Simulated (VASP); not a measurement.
Wanted: the native input for a VASP 6.6.1 run.

- Task: single point
- Functional: PBE
- Potentials or basis: VASP PAW PBE potentials, release 64 (Pd, Sc_sv, B)
- Cutoff: 520 eV
- k mesh: 6 × 6 × 6
- Occupations: fermi-dirac, width 0.05 eV
- Spin: no spin polarisation
- Further INCAR settings: ALGO = Normal; EDIFF = 1e-07; NBANDS = 30

The structure of ScBPd3 lies in POSCAR:

```
ScBPd3
1.0
    4.2349570000      0.0000000000      0.0000000000
    0.0000000000      4.2349570000      0.0000000000
    0.0000000000      0.0000000000      4.2349570000
Pd Sc B
3 1 1
Direct
    0.5000000000      0.0000000000      0.5000000000
    0.5000000000      0.5000000000      0.0000000000
    0.0000000000      0.5000000000      0.5000000000
    0.0000000000      0.0000000000      0.0000000000
    0.5000000000      0.5000000000      0.5000000000
```

The cell comes from a database or a generator and needn't be the stable form of this composition.

These files were run (other wordings do the same):

INCAR

```
SYSTEM = ScBPd3
PREC = Accurate
ENCUT = 520
EDIFF = 1E-7
ISMEAR = -1
SIGMA = 0.05
LREAL = .FALSE.
LASPH = .TRUE.
NELM = 60
ALGO = Normal
ISIF = 2
LWAVE = .FALSE.
LCHARG = .FALSE.
GGA = PE
NBANDS = 30
```

KPOINTS

```
regular mesh
0
G
  6 6 6
  0 0 0
```

Potentials or basis: VASP PAW PBE potentials, release 64 (Pd, Sc_sv, B).

Launch:

```sh
$ cat potpaw_PBE.64/Pd/POTCAR potpaw_PBE.64/Sc_sv/POTCAR potpaw_PBE.64/B/POTCAR > POTCAR
$ mpirun -np 1 vasp_std > vasp.out
```

Results of the run:

- Pressure: -0.8 GPa
- Band gap on the k mesh: none (metal or under the smearing width)

Run time: 27 s on 1 thread of AMD EPYC 9R45 96-Core Processor (Zen 5) (shared host), peak memory 0.17 GiB.
